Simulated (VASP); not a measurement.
Consider the following.

```
MnSi
1.0
    4.51710     0.00000     0.00000
    0.00000     4.51710     0.00000
    0.00000     0.00000     4.51710
Mn Si
4 4
Direct
  0.86335   0.63665   0.36335
  0.36335   0.86335   0.63665
  0.13665   0.13665   0.13665
  0.63665   0.36335   0.86335
  0.15478   0.34522   0.65478
  0.65478   0.15478   0.34522
  0.84522   0.84522   0.84522
  0.34522   0.65478   0.15478
```
Starting moments (μB, in the order of the record's atoms Mn Mn Mn Mn Si Si Si Si): 1.1 1.1 1.1 1.1 0.0 0.0 0.0 0.0.

Calculation: PBE GGA, VASP's PBE PAW potentials (set 64) (plane waves; VASP 6.6.1). Run with 500 eV cut-off, 7×7×7 Γ-centred mesh, first-order Methfessel-Paxton smearing of 0.10 eV, potentials Mn_pv Si.

Energy and stress use the plane-wave basis of the starting cell. The moments were started parallel, and other spin orders were not tried in this run.

Question: The ions, cell shape and volume at an external pressure of 5.0 GPa are relaxed. What does this cell relax into?

Answer: 
```
MnSi
1.0
    4.48329     0.00000     0.00000
    0.00000     4.48329     0.00000
    0.00000     0.00000     4.48329
Mn Si
4 4
Direct
  0.86277   0.63723   0.36277
  0.36277   0.86277   0.63723
  0.13723   0.13723   0.13723
  0.63723   0.36277   0.86277
  0.15459   0.34541   0.65459
  0.65459   0.15459   0.34541
  0.84541   0.84541   0.84541
  0.34541   0.65459   0.15459
```
Space group P2_13 (198), at a tolerance of 0.03 Å. The cell ends with 3.98 μB, on the sites 1.05 1.05 1.05 1.05 -0.05 -0.05 -0.05 -0.05 μB.

Question: How do energy and volume change from the first to the last step?

Answer: The energy (σ→0) changes by +4.0 meV/atom and the volume by -2.2 %, in 6 ionic steps.

The compound is MnSi in the B20 structure. This run relaxes it under an external pressure of 5 GPa. Symmetry was kept, so distortions that lower it aren't found.
